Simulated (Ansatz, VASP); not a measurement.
## KNaICl: VASP beside Ansatz

The input INCAR:

```
SYSTEM = KNaICl
  PREC = Accurate
  ENCUT = 520
  EDIFF = 1E-6
  ISMEAR = 0
  SIGMA = 0.05
  LREAL = .FALSE.
  LASPH = .TRUE.
  NELM = 60
  ALGO = Normal
  ISIF = 2
  LWAVE = .FALSE.
  LCHARG = .FALSE.
  GGA = CA
  NBANDS = 23
```

The input KPOINTS:

```
Automatic mesh
0
G
  6 6 4
  0 0 0
```

The input POSCAR:

```
KNaICl
1.0
    4.0035430345      0.0000000000      0.0000000000
    0.0000000000      4.3206639094      0.0000000000
    0.0000000000      0.0000000000      6.9758314978
K Na I Cl
1 1 1 1
Direct
    0.5000000000      0.5000000000      0.5000000000
    0.0000000000      0.0000000000      0.0000000000
    0.5000000000      0.5000000000      0.0000000000
    0.0000000000      0.0000000000      0.5000000000
```

Input for Ansatz:

```yaml
crystal:
  lattice:
    - [4.0035430345, 0.0, 0.0]
    - [0.0, 4.3206639094, 0.0]
    - [0.0, 0.0, 6.9758314978]
  atoms:
    - { symbol: K, position: [0.5, 0.5, 0.5] }
    - { symbol: Na, position: [0.0, 0.0, 0.0] }
    - { symbol: I, position: [0.5, 0.5, 0.0] }
    - { symbol: Cl, position: [0.0, 0.0, 0.5] }
basis:
  ecutwfc: 520.0
kpoints:
  mp_grid: { grid: [6, 6, 4] }
hamiltonian:
  xc: lda
  pseudopotentials: { kind: paw }
scf:
  occupations: { method: gaussian, width: 0.05 }
output:
  forces: true
  stress: true
  eigenvalues: true
```

Change from the starting cell: strain +e along x and -e along y -0.0367, strain +e along z and -e/2 along x and y +0.0733.

Alike in both runs: task single point; functional LDA; k mesh 6 × 6 × 4; occupations gaussian, width 0.05 eV; no spin polarisation.

```csv
,VASP,Ansatz
version,VASP 6.6.1,Ansatz 0.2.0
potentials or method,"VASP PAW LDA potentials, release 64 (K_sv, Na_pv, I, Cl)","scalar-relativistic, plane waves, PAW"
plane-wave cutoff (eV),520,520
valence electrons in the cell,30,42
```

|  | VASP | Ansatz | Ansatz less VASP |
| --- | --- | --- | --- |
| gap on the k mesh at the Fermi level (eV) | 3.68 | 3.67 | -0.007 |
| least direct gap on the mesh (eV) | 3.74 | 3.74 | -0.006 |
| pressure (GPa) | 1.2 | 1.1 | -0.07 |
| largest component of the traceless stress (GPa) | 2.88 | 2.82 | -0.063 |

The two sets of potentials don't hold the same shells in valence.

Caveats: spin-orbit coupling is left out, which moves the levels of the heavy elements. A k mesh can miss the band edges.
